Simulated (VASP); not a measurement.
Here is the system:

```yaml
crystal:
  lattice:
    - [4.93890, 0.00000, 0.00000]
    - [0.00000, 4.93890, 0.00000]
    - [0.00000, 0.00000, 4.93890]
  atoms:
    - { symbol: Si, position: [0.50000, 0.50000, 0.50000] }
    - { symbol: Si, position: [0.00000, 0.00000, 0.00000] }
    - { symbol: Mo, position: [0.25000, 0.00000, 0.50000] }
    - { symbol: Mo, position: [0.50000, 0.25000, 0.00000] }
    - { symbol: Mo, position: [0.50000, 0.75000, 0.00000] }
    - { symbol: Mo, position: [0.75000, 0.00000, 0.50000] }
    - { symbol: Mo, position: [0.00000, 0.50000, 0.75000] }
    - { symbol: Mo, position: [0.00000, 0.50000, 0.25000] }
```

The numbers are results of PBE GGA, VASP's PBE PAW potentials (set 64) (plane waves; VASP), not measurements. Settings: 300 eV cut-off, 5×5×5 Γ-centred mesh, Gaussian smearing of 0.20 eV, potentials Si Mo_sv.

Question: Give the energies of bands 41 to 54 at the high-symmetry points, in eV from the Fermi level.

Answer: 
| band | Γ | X | M | R |
|---|---|---|---|---|
| 41 | -2.09 | -2.35 | -1.18 | -1.68 |
| 42 | -2.09 | -2.35 | -1.18 | -1.68 |
| 43 | -1.52 | -1.69 | -1.05 | -1.22 |
| 44 | -1.52 | -1.69 | -0.89 | -1.22 |
| 45 | 1.19 | 0.18 | -0.89 | -1.22 |
| 46 | 1.19 | 0.18 | -0.80 | -1.22 |
| 47 | 1.19 | 0.90 | -0.66 | -1.22 |
| 48 | 1.86 | 0.90 | -0.47 | -1.22 |
| 49 | 2.25 | 1.44 | -0.16 | 1.20 |
| 50 | 2.25 | 1.44 | 0.19 | 1.20 |
| 51 | 2.53 | 1.53 | 0.82 | 1.20 |
| 52 | 2.53 | 1.53 | 1.02 | 1.20 |
| 53 | 2.56 | 2.12 | 1.02 | 1.20 |
| 54 | 2.60 | 2.12 | 1.81 | 1.20 |

It has no gap at this level: it comes out as a metal or semimetal.

The structure is a typed Mo3Si crystal. The cell was not relaxed at this level.
